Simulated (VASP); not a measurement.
All values below come from PBE GGA, VASP's PBE PAW potentials (set 64) (plane waves; VASP).

Input for VASP

**POSCAR**
```
TiAl
1
    2.7206540000     0.0000000000     0.0000000000
    0.0000000000     2.7206540000     0.0000000000
    0.0000000000     0.0000000000     3.9360750000
Ti Al
1 1
Direct
  0.5000000000   0.5000000000   0.5000000000
  0.0000000000   0.0000000000   0.0000000000
```

INCAR:
```
ALGO  =  Normal
EDIFF  =  1E-6
ENCUT  =  300
GGA  =  PE
ISIF  =  2
ISMEAR  =  -1
LASPH  =  .TRUE.
LCHARG  =  .FALSE.
LMAXMIX  =  4
LREAL  =  .FALSE.
LWAVE  =  .FALSE.
NELM  =  100
PREC  =  Accurate
SIGMA  =  0.1
SYSTEM  =  TiAl
```

### KPOINTS
```
kpoints
0
Gamma
 12 12 8
```

POTCAR, in this order: Ti_sv Al (PBE.64 set). Program: vasp_std.

The resulting files:

OSZICAR:
```
       N       E                     dE             d eps       ncg     rms          rms(c)
DAV:   1     0.761909276417E+02    0.76191E+02   -0.58907E+03  3171   0.980E+02
DAV:   2    -0.538123032032E+01   -0.81572E+02   -0.79024E+02  3198   0.280E+02
DAV:   3    -0.133174564428E+02   -0.79362E+01   -0.77652E+01  5600   0.796E+01
DAV:   4    -0.136959544330E+02   -0.37850E+00   -0.37703E+00  3771   0.147E+01
DAV:   5    -0.137108647328E+02   -0.14910E-01   -0.14904E-01  4483   0.268E+00    0.107E+01
DAV:   6    -0.123714282874E+02    0.13394E+01   -0.10449E+01  3740   0.367E+01    0.339E+00
DAV:   7    -0.122612129020E+02    0.11022E+00   -0.79862E-01  3520   0.953E+00    0.219E+00
DAV:   8    -0.122532968114E+02    0.79161E-02   -0.99617E-02  3434   0.347E+00    0.409E-01
DAV:   9    -0.122526297525E+02    0.66706E-03   -0.15941E-02  3789   0.170E+00    0.196E-01
DAV:  10    -0.122526081414E+02    0.21611E-04   -0.83515E-04  3620   0.314E-01    0.584E-02
DAV:  11    -0.122525918967E+02    0.16245E-04   -0.20030E-04  3911   0.177E-01    0.317E-02
DAV:  12    -0.122525895302E+02    0.23665E-05   -0.17000E-05  3532   0.459E-02    0.361E-03
DAV:  13    -0.122525896763E+02   -0.14602E-06   -0.48656E-07  1964   0.630E-03
   1 F= -.12252590E+02 E0= -.12225493E+02  d E =-.541932E-01
```

OUTCAR:
```
------------------------ aborting loop because EDIFF is reached ----------------------------------------
  FORCE on cell =-STRESS in cart. coord.  units (eV):
  Direction    XX          YY          ZZ          XY          YZ          ZX
  --------------------------------------------------------------------------------------
  Total        2.7848582      2.7848582      2.6461736      0.0000000      0.0000000      0.0000000
  in kB      153.1453039    153.1453039    145.5187404      0.0000000      0.0000000      0.0000000
  external PRESSURE =     150.6031161 kB  Pullay stress =       0.0000000 kB
  volume of cell :       29.13
      direct lattice vectors                 reciprocal lattice vectors
     2.720654000  0.000000000  0.000000000     0.367558683  0.000000000  0.000000000
     0.000000000  2.720654000  0.000000000     0.000000000  0.367558683  0.000000000
     0.000000000  0.000000000  3.936075000     0.000000000  0.000000000  0.254060200
 POSITION                                       TOTAL-FORCE (eV/Angst)
 -----------------------------------------------------------------------------------
      1.36033      1.36033      1.96804         0.000000      0.000000      0.000000
      0.00000      0.00000      0.00000         0.000000      0.000000      0.000000
 -----------------------------------------------------------------------------------
    total drift:                                0.000000      0.000000      0.000000
  FREE ENERGIE OF THE ION-ELECTRON SYSTEM (eV)
  ---------------------------------------------------
  free  energy   TOTEN  =       -12.2525896763 eV

  energy  without entropy=      -12.1983964292  energy(sigma->0) =      -12.22549305
```
(Selected blocks of OUTCAR.)

At this cut-off the stress carries a Pulay error, which pulls relaxed volumes low.

The structure comes from a computed database's TiAl entry; how it stands against other phases isn't given here. The cell was not relaxed at this level, and its volume differs by -5.9 % from the start's. The electron count is odd and the run is not spin-polarised, which forces a metal.
